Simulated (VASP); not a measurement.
Given:

```yaml
crystal:
  lattice:
    - [0.00000, 2.51384, 2.51384]
    - [2.51384, 0.00000, 2.51384]
    - [2.51384, 2.51384, 0.00000]
  atoms:
    - { symbol: Pb, position: [0.00000, 0.00000, 0.00000] }
```

The numbers are results of PW91 GGA, VASP's PBE PAW potentials (set 64) (plane waves; VASP), not measurements. Run with 520 eV cut-off, Gaussian smearing of 0.050 eV, potentials Pb_d.

**Question.** Give the energies of bands 6 to 9 at the high-symmetry points, in eV from the Fermi level.

**Answer.** 
```csv
band,Γ,X,U,L,W
6,-11.49,-6.82,-6.90,-8.13,-6.73
7,6.98,-3.15,-2.21,-4.03,-1.34
8,6.98,1.93,-1.19,5.25,-1.34
9,6.98,1.93,2.80,5.25,0.26
```

It has no gap at this level: it comes out as a metal or semimetal.

The compound is Pb in the fcc structure. It was relaxed first.
